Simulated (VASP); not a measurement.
Input:

```xyz
1
Lattice="0.0000 1.9892 1.9892 1.9892 0.0000 1.9892 1.9892 1.9892 0.0000" Properties=species:S:1:pos:R:3 pbc="T T T"
Al     0.0000     0.0000     0.0000
```

These are r2SCAN+rVV10, VASP's PBE PAW potentials (set 64) (plane waves; VASP) values and carry that method's errors. Numerical set-up: 520 eV cut-off, 14×14×14 Γ-centred mesh, first-order Methfessel-Paxton smearing of 0.10 eV, potentials Al.

Estimate the energy per atom (σ→0), band gap (on the k-mesh) with the smallest direct gap where there is one.

```yaml
band gap (on the k-mesh): none (metal, semimetal or under 0.01 eV)
energy per atom (σ→0): -6.668 eV/atom
```

The absolute energy has meaning only against runs of the same code, potentials and settings.

The compound is Al in the fcc structure. It was relaxed first, which changed the volume by -5 %. The start is the result of an earlier pass.
